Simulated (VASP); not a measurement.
**HgS (space group F-43m): computed properties**

Computed with LDA (Ceperley-Alder, Perdew-Zunger), VASP's LDA PAW potentials (set 64) (plane waves; VASP).

```json
{
  "space_group": "F-43m (216)",
  "cell": "a = b = c = 5.8286 Å, α = β = γ = 90.00°",
  "volume_per_atom": "24.75 Å^3/atom",
  "band gap (over mesh and band path)": "none (metal, semimetal or under 0.01 eV)",
  "density": "7.80 g/cm³"
}
```

Space group F-43m (No. 216); a = 5.829 Å, b = 5.829 Å, c = 5.829 Å, α = 90.00°, β = 90.00°, γ = 90.00°

```
atom  site  symmetry       x       y       z
----  ----  --------  ------  ------  ------
Hg      4a      -43m  0.0000  0.0000  0.0000
S       4d      -43m  0.7500  0.7500  0.7500
```
(The calculation used a cell of 2 atoms; values per cell refer to that cell.)

Unless said otherwise, spin-orbit coupling is left out, though it shifts the bands of the heavy elements here.

The structure comes from a computed database's HgS entry (F-43m); how it stands against other phases isn't given here. It was relaxed first, which changed the volume by -5 %. Symmetry was kept, so distortions that lower it aren't found.
